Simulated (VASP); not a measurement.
Calculation: PBE GGA, VASP's PBE PAW potentials (set 64) (plane waves; VASP).

Input for VASP

File POSCAR:
```
Sc
1
    1.4380383328    -2.4907551261     0.0000000000
    1.4380383328     2.4907551261     0.0000000000
    0.0000000000    -0.0000000000     4.4737910564
Sc
2
Direct
  0.3333330000   0.6666670000   0.2500000000
  0.6666670000   0.3333330000   0.7500000000
```

**INCAR**
```
SYSTEM = Sc
PREC = Accurate
ENCUT = 500
EDIFF = 1E-6
NELM = 100
ALGO = Normal
LREAL = .FALSE.
LASPH = .TRUE.
ISMEAR = 1
SIGMA = 0.1
GGA = PE
LMAXMIX = 4
LWAVE = .FALSE.
LCHARG = .FALSE.
IBRION = 2
ISIF = 3
NSW = 40
EDIFFG = -0.02
PSTRESS = 450
```

**KPOINTS**
```
Automatic mesh
0
Gamma
15 15 8
0 0 0
```

POTCAR, in this order: Sc_sv (PBE.64 set). Program: vasp_std.

The resulting files:

OUTCAR:
```
 ion  position               nearest neighbor table
   1  0.333  0.667  0.250-   2 2.79   2 2.79   2 2.79   2 2.79   2 2.79   2 2.79
   2  0.667  0.333  0.750-   1 2.79   1 2.79   1 2.79   1 2.79   1 2.79   1 2.79
  LATTYP: Found a hexagonal cell.
 ALAT       =     2.8760763802
 C/A-ratio  =     1.5555188615
 Subroutine PRICEL returns:
 Original cell was already a primitive cell.
 Subroutine GETGRP returns: Found 24 space group operations
The static configuration has the point symmetry D_3d.
 The point group associated with its full space group is D_6h.
The dynamic configuration has the point symmetry D_3d.
 Subroutine INISYM returns: Found 24 space group operations
 Subroutine IBZKPT returns following result:
 Found    135 irreducible k-points:

 Following reciprocal coordinates:
            Coordinates               Weight
  0.000000  0.000000  0.000000      1.000000
  0.066667  0.000000  0.000000      6.000000
  0.133333  0.000000  0.000000      6.000000
  0.200000  0.000000  0.000000      6.000000
  0.266667  0.000000  0.000000      6.000000
  0.333333  0.000000  0.000000      6.000000
  0.400000  0.000000  0.000000      6.000000
  0.466667  0.000000  0.000000      6.000000
  0.066667  0.066667  0.000000      6.000000
  0.133333  0.066667  0.000000     12.000000
  0.200000  0.066667  0.000000     12.000000
  0.266667  0.066667  0.000000     12.000000
  0.333333  0.066667  0.000000     12.000000
  0.400000  0.066667  0.000000     12.000000
  0.466667  0.066667  0.000000      6.000000
  0.133333  0.133333  0.000000      6.000000
  0.200000  0.133333  0.000000     12.000000
  0.266667  0.133333  0.000000     12.000000
  0.333333  0.133333  0.000000     12.000000
  0.400000  0.133333  0.000000     12.000000
  0.200000  0.200000  0.000000      6.000000
  0.266667  0.200000  0.000000     12.000000
...
```

File OSZICAR:
```
       N       E                     dE             d eps       ncg     rms          rms(c)
DAV:   1     0.356487957313E+03    0.35649E+03   -0.11348E+04  4066   0.167E+03
DAV:   2     0.817761247162E+01   -0.34831E+03   -0.34383E+03  5278   0.684E+02
DAV:   3    -0.111377279497E+02   -0.19315E+02   -0.18892E+02  6682   0.193E+02
DAV:   4    -0.114011706275E+02   -0.26344E+00   -0.26135E+00  5761   0.212E+01
DAV:   5    -0.114052173896E+02   -0.40468E-02   -0.40472E-02  6829   0.248E+00    0.136E+01
DAV:   6    -0.107784691876E+02    0.62675E+00   -0.12138E+00  5058   0.169E+01    0.541E+00
DAV:   7    -0.106696033658E+02    0.10887E+00   -0.40668E-01  5128   0.926E+00    0.713E-01
DAV:   8    -0.106633066953E+02    0.62967E-02   -0.12147E-02  5703   0.160E+00    0.886E-02
DAV:   9    -0.106632295439E+02    0.77151E-04   -0.50303E-04  6135   0.385E-01    0.248E-02
DAV:  10    -0.106632203491E+02    0.91947E-05   -0.25317E-05  6556   0.849E-02    0.463E-03
DAV:  11    -0.106632185323E+02    0.18168E-05   -0.33717E-07  2802   0.105E-02    0.139E-03
DAV:  12    -0.106632179166E+02    0.61568E-06   -0.13524E-07  2515   0.790E-03
   1 F= -.16618374E+01 E0= -.16617357E+01  d E =-.166184E+01
       N       E                     dE             d eps       ncg     rms          rms(c)
DAV:   1    -0.106618562188E+02    0.13623E-02   -0.25830E-02  4918   0.350E+00    0.106E-01
DAV:   2    -0.106618149617E+02    0.41257E-04   -0.17908E-03  6138   0.698E-01    0.674E-02
DAV:   3    -0.106617193004E+02    0.95661E-04   -0.33762E-04  7257   0.284E-01    0.138E-02
DAV:   4    -0.106617167243E+02    0.25761E-05   -0.16632E-05  6126   0.749E-02    0.585E-03
DAV:   5    -0.106617173041E+02   -0.57977E-06   -0.60648E-07  2382   0.168E-02
   2 F= -.16619189E+01 E0= -.16618531E+01  d E =-.814657E-04
```

OUTCAR:
```
------------------------ aborting loop because EDIFF is reached ----------------------------------------
  FORCE on cell =-STRESS in cart. coord.  units (eV):
  Direction    XX          YY          ZZ          XY          YZ          ZX
  --------------------------------------------------------------------------------------
  Total        9.0207076      9.0207042      8.9739002      0.0000000      0.0000000      0.0000000
  in kB      451.0454842    451.0453129    448.7050616      0.0000000      0.0000000      0.0000000
  external PRESSURE =       0.2652862 kB  Pullay stress =     450.0000000 kB
  volume of cell :       32.04
      direct lattice vectors                 reciprocal lattice vectors
     1.438880300 -2.492213313  0.000000000     0.347492422 -0.200624881  0.000000000
     1.438880300  2.492213313  0.000000000     0.347492422  0.200624881  0.000000000
     0.000000000  0.000000000  4.467771735    -0.000000000  0.000000000  0.223825222
 POSITION                                       TOTAL-FORCE (eV/Angst)
 -----------------------------------------------------------------------------------
      1.43888      0.83074      1.11694        -0.000000      0.000000      0.000000
      1.43888     -0.83074      3.35083         0.000000     -0.000000      0.000000
 -----------------------------------------------------------------------------------
    total drift:                               -0.000063      0.000582     -0.000015
  FREE ENERGIE OF THE ION-ELECTRON SYSTEM (eV)
  ---------------------------------------------------
  free  energy   TOTEN  =       -10.6617173041 eV

  energy  without entropy=      -10.6615199550  energy(sigma->0) =      -10.66165152
  enthalpy is  TOTEN    =        -1.6619188943 eV   P V=        8.9997984098

 reached required accuracy - stopping structural energy minimisation
```
(Selected blocks of OUTCAR.)

File CONTCAR:
```
Sc
   1.00000000000000
     1.4388803002721533   -2.4922133128578374    0.0000000000000000
     1.4388803002721533    2.4922133128578374    0.0000000000000000
     0.0000000000000000    0.0000000000000000    4.4677717349684762
  Sc
     2
Direct
     0.3333330000000032    0.6666669999999968    0.2500000000000000
     0.6666669999999968    0.3333330000000032    0.7500000000000000
```

The compound is Sc in the hcp structure. This run relaxes it under an external pressure of 45 GPa. Symmetry was kept, so distortions that lower it aren't found.
